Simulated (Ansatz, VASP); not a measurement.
## AlSi5 in VASP and in Ansatz

```
CELL_PARAMETERS angstrom
5.30899 0.00000 0.00000
-2.65450 4.59772 0.00000
0.00000 0.00000 4.06295
ATOMIC_POSITIONS crystal
Al 0.00000 0.00000 0.00000
Si 0.50000 0.50000 0.50000
Si 0.66667 0.33333 0.00000
Si 0.00000 0.50000 0.50000
Si 0.33333 0.66667 0.00000
Si 0.50000 0.00000 0.50000
```

Change from the starting cell: species swapped into the DyFe5 type (P6/mmm, No. 191).

Alike in both runs: task single point; functional PBE; k mesh 6 × 6 × 4; occupations gaussian, width 0.1 eV; no spin polarisation.

|  | VASP | Ansatz |
| --- | --- | --- |
| version | VASP 6.6.1 | Ansatz 0.2.0 |
| potentials or method | VASP PAW PBE potentials, release 64 (Al, Si) | scalar-relativistic, plane waves, PAW |
| plane-wave cutoff (eV) | 520 | 420 |
| valence electrons in the cell | 23 | 23 |

```tsv
	VASP	Ansatz	Ansatz less VASP
gap on the k mesh at the Fermi level (eV)	none	none	-
pressure (GPa)	-0.9	-0.9	+0.04
largest component of the traceless stress (GPa)	0.33	0.31	-0.026
```

A gap of «none» marks a metal or a gap that the smearing closes.

Caveats: the k mesh is coarse (spacing up to 0.39 Å⁻¹), so the values aren't converged.
